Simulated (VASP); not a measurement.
Data:

```
CELL_PARAMETERS angstrom
      9.31125     0.00000     0.00000
      0.00000     9.31125     0.00000
      0.00000     0.00000     8.90603
ATOMIC_POSITIONS crystal
  Ti 0.00000 0.00000 0.00000
  Ti 0.25000 0.25000 0.16667
  Ti 0.00000 0.00000 0.33333
  Ti 0.25000 0.25000 0.50000
  Ti 0.00000 0.00000 0.66667
  Ti 0.25000 0.25000 0.83333
  Ti 0.00000 0.50000 0.00000
  Ti 0.25000 0.75000 0.16667
  Ti 0.00000 0.50000 0.33333
  Ti 0.25000 0.75000 0.50000
  Ti 0.00000 0.50000 0.66667
  Ti 0.25000 0.75000 0.83333
  Ti 0.50000 0.00000 0.00000
  Ti 0.75000 0.25000 0.16667
  Ti 0.50000 0.00000 0.33333
  Ti 0.75000 0.25000 0.50000
  Ti 0.50000 0.00000 0.66667
  Ti 0.75000 0.25000 0.83333
  Ti 0.50413 0.49611 0.99836
  Ti 0.75000 0.75000 0.16667
  Ti 0.75000 0.75000 0.50000
  Ti 0.49542 0.50343 0.66735
  Ti 0.75000 0.75000 0.83333
  O  0.15250 0.15250 0.00000
  O  0.40250 0.09750 0.16667
  O  0.09750 0.40250 0.16667
  O  0.34750 0.34750 0.00000
  O  0.15250 0.15250 0.33333
  O  0.40250 0.09750 0.50000
  O  0.09750 0.40250 0.50000
  O  0.35102 0.34503 0.32961
  O  0.15250 0.15250 0.66667
  O  0.40250 0.09750 0.83333
  O  0.09750 0.40250 0.83333
  O  0.34750 0.34750 0.66667
  O  0.15250 0.65250 0.00000
  O  0.39986 0.60139 0.16874
  O  0.09750 0.90250 0.16667
  O  0.34750 0.84750 0.00000
  O  0.15250 0.65250 0.33333
  O  0.40739 0.60062 0.49979
  O  0.09750 0.90250 0.50000
  O  0.34750 0.84750 0.33333
  O  0.15250 0.65250 0.66667
  O  0.40250 0.59750 0.83333
  O  0.09750 0.90250 0.83333
  O  0.34750 0.84750 0.66667
  O  0.65250 0.15250 0.00000
  O  0.90250 0.09750 0.16667
  O  0.60214 0.40198 0.16545
  O  0.84750 0.34750 0.00000
  O  0.65250 0.15250 0.33333
  O  0.90250 0.09750 0.50000
  O  0.59748 0.40037 0.50246
  O  0.84750 0.34750 0.33333
  O  0.65250 0.15250 0.66667
  O  0.90250 0.09750 0.83333
  O  0.59750 0.40250 0.83333
  O  0.84750 0.34750 0.66667
  O  0.65250 0.65250 0.00000
  O  0.90250 0.59750 0.16667
  O  0.59750 0.90250 0.16667
  O  0.84750 0.84750 0.00000
  O  0.65317 0.64973 0.33156
  O  0.90250 0.59750 0.50000
  O  0.59750 0.90250 0.50000
  O  0.84750 0.84750 0.33333
  O  0.65250 0.65250 0.66667
  O  0.90250 0.59750 0.83333
  O  0.59750 0.90250 0.83333
  O  0.84750 0.84750 0.66667
  Nb 0.49958 0.50221 0.33851
```

Level of theory: PBE GGA, VASP's PBE PAW potentials (set 64) (plane waves; VASP 6.6.1). Run with PREC = Normal, LREAL = Auto, ISYM = 0, EDIFF = 1E-5, 400 eV cut-off, 1×1×1 Γ-centred mesh, Gaussian smearing of 0.050 eV, potentials Ti O Nb_sv. Starting moments (MAGMOM): 72*0.0139. The cell's moment is fixed (NUPDOWN = 1).

The supercell is sampled at Γ alone, which is coarse: total energies, pressure and levels can be off, energies of defects by several tenths of an eV.

Question: The ions are relaxed. Which structure does the run end with?

Answer: 
```
CELL_PARAMETERS angstrom
      9.31125     0.00000     0.00000
      0.00000     9.31125     0.00000
      0.00000     0.00000     8.90603
ATOMIC_POSITIONS crystal
  Ti 0.00073 0.99907 0.99907
  Ti 0.24699 0.24739 0.16483
  Ti 0.99993 0.00002 0.33319
  Ti 0.24694 0.24725 0.50172
  Ti 0.99921 0.00070 0.66798
  Ti 0.25214 0.25246 0.83338
  Ti 0.99983 0.49994 0.00010
  Ti 0.24748 0.75240 0.16638
  Ti 0.99995 0.50014 0.33344
  Ti 0.24611 0.75420 0.50039
  Ti 0.00003 0.50004 0.66667
  Ti 0.24860 0.75134 0.83340
  Ti 0.49996 0.00010 0.00012
  Ti 0.75363 0.24657 0.16645
  Ti 0.49982 0.00002 0.33337
  Ti 0.75284 0.24698 0.50045
  Ti 0.49985 0.99993 0.66668
  Ti 0.75138 0.24867 0.83334
  Ti 0.50065 0.49937 0.99639
  Ti 0.75285 0.75314 0.16491
  Ti 0.75272 0.75301 0.50191
  Ti 0.49903 0.50040 0.67135
  Ti 0.74743 0.74772 0.83331
  O  0.15219 0.15192 0.99935
  O  0.40195 0.09761 0.16664
  O  0.09818 0.40182 0.16673
  O  0.34848 0.34777 0.00086
  O  0.15172 0.15166 0.33333
  O  0.40213 0.09785 0.49997
  O  0.09815 0.40182 0.49973
  O  0.34799 0.34734 0.33323
  O  0.15220 0.15185 0.66721
  O  0.40226 0.09778 0.83316
  O  0.09810 0.40182 0.83330
  O  0.34776 0.34839 0.66573
  O  0.15239 0.65219 0.99992
  O  0.40171 0.59848 0.16614
  O  0.09808 0.90198 0.16671
  O  0.34795 0.84777 0.99992
  O  0.15275 0.65212 0.33347
  O  0.40186 0.59904 0.50042
  O  0.09796 0.90236 0.50020
  O  0.34783 0.84780 0.33324
  O  0.15270 0.65205 0.66668
  O  0.40203 0.59832 0.83372
  O  0.09815 0.90186 0.83305
  O  0.34788 0.84788 0.66692
  O  0.65231 0.15239 0.99995
  O  0.90240 0.09796 0.16637
  O  0.59913 0.40161 0.16589
  O  0.84810 0.34770 0.99979
  O  0.65213 0.15263 0.33315
  O  0.90208 0.09794 0.50002
  O  0.59867 0.40134 0.50110
  O  0.84771 0.34793 0.33344
  O  0.65248 0.15205 0.66684
  O  0.90211 0.09809 0.83361
  O  0.59841 0.40192 0.83318
  O  0.84802 0.34772 0.66670
  O  0.65243 0.65202 0.00092
  O  0.90262 0.59816 0.16663
  O  0.59836 0.90204 0.16674
  O  0.84839 0.84804 0.99938
  O  0.65319 0.65214 0.33321
  O  0.90261 0.59816 0.49996
  O  0.59817 0.90189 0.49970
  O  0.84859 0.84852 0.33335
  O  0.65224 0.65219 0.66572
  O  0.90262 0.59804 0.83317
  O  0.59834 0.90211 0.83332
  O  0.84835 0.84807 0.66719
  Nb 0.50027 0.49984 0.33405
``` The cell ends with 1.00 μB, on the first 30 sites 0.10 0.04 0.09 0.04 0.10 0.05 0.02 0.03 0.02 0.03 0.02 0.03 0.02 0.03 0.02 0.03 0.02 0.03 0.10 0.04 0.04 0.10 0.05 0.00 0.00 0.00 0.00 0.00 0.00 0.00 μB.

Question: How much energy does the relaxation gain?

Answer: The energy (σ→0) changes by -4.3 meV/atom, in 14 ionic steps.

The cell is a supercell with a defect, built from TiO2 (rutile): Nb_Ti.
